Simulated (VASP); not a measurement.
The system is InGaO2.

```xyz
4
Lattice="4.2313 0.0000 0.0000 -2.1156 3.6644 0.0000 0.0000 0.0000 4.4877" Properties=species:S:1:pos:R:3 pbc="T T T"
In    0.0000    0.0000    0.0000
Ga    0.0000    0.0000    2.2439
O     0.0000    2.4429    0.0000
O     2.1156    1.2215    0.0000
```

The cell was built by a generator and needn't be a form met in nature.

* Program: VASP 6.6.1
* Task: relaxation of cell and atoms
* Functional: PBE
* Potentials or basis: VASP PAW PBE potentials, release 64 (In_d, Ga_d, O)
* Cutoff: 520 eV
* k mesh: 4 × 4 × 4
* Occupations: gaussian, width 0.15 eV
* Spin: no spin polarisation

At the start: pressure 9.3 GPa; volume 17.40 Å³/atom.

Question: How do energy, volume and symmetry change on relaxing?

Answer: Over 6 steps the energy falls by 437.4 meV/atom and the volume is 18.39 Å³/atom (+5.7 %); space group P6/mmm (No. 191, to 0.05 Å).

Step by step:
```tsv
step	energy change (eV)	largest force (eV/Å)	pressure (GPa)	volume (Å³)
1	0.0000	0.0000	9.33	69.58
2	-1.6880	0.0000	-3.94	78.49
3	-1.6847	0.0000	-3.60	77.71
4	-1.6875	0.0000	-3.53	77.95
5	-1.6888	0.0000	-3.74	78.22
6	-1.7498	0.0000	0.44	73.57
```

Final structure:
```cif
data_structure
_symmetry_space_group_name_H-M 'P 1'
_symmetry_Int_Tables_number 1
_cell_length_a 3.9340
_cell_length_b 3.9340
_cell_length_c 5.4890
_cell_angle_alpha 90.000
_cell_angle_beta 90.000
_cell_angle_gamma 120.000
_cell_volume 73.57
loop_
_atom_site_label
_atom_site_type_symbol
_atom_site_fract_x
_atom_site_fract_y
_atom_site_fract_z
_atom_site_occupancy
In1 In 0.00000 0.00000 0.00000 1
Ga1 Ga 0.00000 0.00000 0.50000 1
O1 O 0.33333 0.66667 0.00000 1
O2 O 0.66667 0.33333 0.00000 1
```

Caveat: the k mesh is coarse (spacing up to 0.43 Å⁻¹), so the values aren't converged.
